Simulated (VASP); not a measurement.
Given:

```
Ni
1.0
    0.00000     1.72866     1.72866
    1.72866     0.00000     1.72866
    1.72866     1.72866     0.00000
Ni
1
Cartesian
  0.00000   0.00000   0.00000
```
Starting moments (μB, in the order of the record's atoms Ni): 0.6.

Method: AM05 GGA, VASP's PBE PAW potentials (set 64) (plane waves; VASP 6.6.1). Numerical set-up: 520 eV cut-off, 20×20×20 Γ-centred mesh, tetrahedra with Blöchl corrections, potentials Ni.

Predict the cell moment, energy per atom (σ→0), band gap (on the k-mesh) with the smallest direct gap where there is one.

The band gap (on the k-mesh) comes out as none (metal, semimetal or under 0.01 eV) and the cell moment is 0.60 μB. The energy per atom (σ→0) is -568.7 kJ/mol of atoms.

Give the moment on each site (PAW-sphere projection).

```json
[
 {"site": "Ni1", "moment (μB)": "0.60"}
]
```

The compound is Ni in the fcc structure. It was relaxed first, which changed the volume by -5 %.
